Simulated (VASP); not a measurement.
A convergence study with VASP on NiAl (space group no. 221 when undisturbed): one setting is varied, all else stays as given below, so the limit is that of these other settings. One atom is moved off its site, so that forces are finite.

```
AlNi
1.0
    2.88133     0.00000     0.00000
    0.00000     2.88133     0.00000
    0.00000     0.00000     2.88133
Al Ni
1 1
Direct
  0.50000   0.50000   0.51735
  0.00000   0.00000   0.00000
```

Computed with LDA (Ceperley-Alder, Perdew-Zunger), VASP's LDA PAW potentials (set 64) (plane waves; VASP). The tightest run used: 720 eV cut-off, 11×11×11 Γ-centred mesh, Fermi-Dirac smearing of 0.10 eV, potentials Al Ni.

```tsv
setting	E (eV/atom)	pressure (GPa)	largest force (eV/Å)	plane waves
ENCUT = 105	22.0966	-1569.72	0.005	69
ENCUT = 120	7.3372	-968.82	0.057	81
ENCUT = 135	-0.1756	-572.39	0.303	90
ENCUT = 150	-3.3932	-336.91	0.311	105
ENCUT = 165	-4.7988	-201.96	0.260	130
ENCUT = 180	-5.4952	-120.69	0.229	141
ENCUT = 210	-5.9593	-42.90	0.228	174
ENCUT = 240	-6.0553	-16.85	0.259	211
```

Problem. These are the cheaper rows. Estimate the results at ENCUT = 720, and how far the last row shown lies from them.

Solution. 
```tsv
quantity	tightest run	last row shown is off by
E (eV/atom)	-6.0781	0.0228
pressure (GPa)	-7.72	-9.13
largest force (eV/Å)	0.263	-0.004
```

Left out are rungs that failed or repeat a setting and relaxations that didn't move; long series are thinned to 24 rows.

The structure is a typed NiAl crystal (space group no. 221). The cell was not relaxed at this level, it is distorted from the ideal structure. The run is not spin-polarised, so no magnetic state was tried. The electron count is odd and the run is not spin-polarised, which forces a metal.
